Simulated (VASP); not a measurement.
Input:

```
CELL_PARAMETERS angstrom
      3.74104     0.00000     0.00000
     -1.87052     3.23984     0.00000
      0.00000     0.00000     6.83443
ATOMIC_POSITIONS crystal
  Ru 0.33333 0.66667 0.00824
  Ru 0.66667 0.33333 0.50824
  Se 0.33333 0.66667 0.36676
  Se 0.66667 0.33333 0.86676
```

Method: PBE GGA, VASP's PBE PAW potentials (set 64) (plane waves; VASP). Run with 400 eV cut-off, 11×11×5 Γ-centred mesh, tetrahedra with Blöchl corrections, potentials Ru_pv Se.

Problem. The job: RuSe (relaxed from the wurtzite structure, space group P6_3mc), 4 atoms, PBE, static run, 400 eV, 11×11×5 Γ-centred mesh. Roughly how much core time does it take on a busy server core?

Solution. About 40 core-seconds (one run on a shared machine, a rough figure). It had 48 irreducible k-points, 24 bands, up to 1525 plane waves and 16 electronic steps.

The structure was generated: RuSe was put into the wurtzite type (P6_3mc), which need not be its known phase. It was relaxed first, which changed the volume by -29 %.
